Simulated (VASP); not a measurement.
Runs of VASP 6.6.1 on Sn. The cell holds a slab with vacuum, 8 atoms: a = 4.590 Å, b = 4.590 Å, c = 26.360 Å, α = 90.00°, β = 90.00°, γ = 90.00°. 

```tsv
level	potentials or basis	gap on the mesh (eV)	largest force (eV/Å)	work function (eV)
LDA	VASP PAW LDA potentials, release 64 (Sn_d)	none	(a)	(b)
PBEsol	VASP PAW PBE potentials, release 64 (Sn_d)	none	0.25	4.68
RPBE	VASP PAW PBE potentials, release 64 (Sn_d)	none	0.70	4.54
revPBE	VASP PAW PBE potentials, release 64 (Sn_d)	none	0.65	4.54
BLYP	VASP PAW PBE potentials, release 64 (Sn_d)	none	0.83	(c)
```

Alike in all rows: task work function; no spin polarisation; cell as given; k mesh 5 × 5 × 1; cutoff (eV) 520; smearing fermi-dirac 0.05 eV.

Task: Fill in the values left out.

Result: (a) 0.10; (b) 4.86; (c) 4.41.

Caveats: the PAW data sets were made with another functional, which shifts forces and pressure a little (some runs).

A k mesh can miss the band edges, and the runs leave out spin-orbit coupling on Sn.

A gap of «none» marks a metal or a gap under the smearing width.

Runs at the PBE level aren't shown here.
